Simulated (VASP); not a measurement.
Input of a VASP 6.6.1 run:

Contents of INCAR:

```
ALGO = Normal
EDIFF = 1E-6
EDIFFG = -0.005
ENCUT = 600
GGA = CA
IBRION = 2
ISIF = 3
ISMEAR = -1
LASPH = True
LCHARG = False
LREAL = False
LWAVE = False
NELM = 100
NSW = 100
PREC = Accurate
SIGMA = 0.05
```

The input KPOINTS:

```
k-points
0
Gamma
  10 10 10
```

File POSCAR:

```
HfRu
1.0
    3.1670018895      0.0000000000      0.0000000000
    0.0000000000      3.1670018895      0.0000000000
    0.0000000000      0.0000000000      3.1670018895
Hf Ru
1 1
Direct
    0.0000000000      0.0000000000      0.0000000000
    0.5000000000      0.5000000000      0.5000000000
```

Potentials or basis: VASP PAW LDA potentials, release 64 (Hf_pv, Ru_pv).

Command:

```console
$ cat potpaw_LDA.64/Hf_pv/POTCAR potpaw_LDA.64/Ru_pv/POTCAR > POTCAR
$ mpirun -np 1 vasp_std > vasp.out
```

Question: What does it give for the relaxed cell?

Answer: a = 3.180 Å, b = 3.180 Å, c = 3.180 Å, α = 90.00°, β = 90.00°, γ = 90.00°.

Question: Estimate the band gap on the k mesh.

Answer: None (metal or under the smearing width).

The path:
```csv
step,energy change (eV),largest force (eV/Å),pressure (GPa),volume (Å³)
1,0.0000,0.0000,2.82,31.76
2,0.0146,0.0000,-6.05,33.07
3,-0.0034,0.0000,0.00,32.15
```

The run has no spin-orbit coupling, so splittings on Hf are missing.
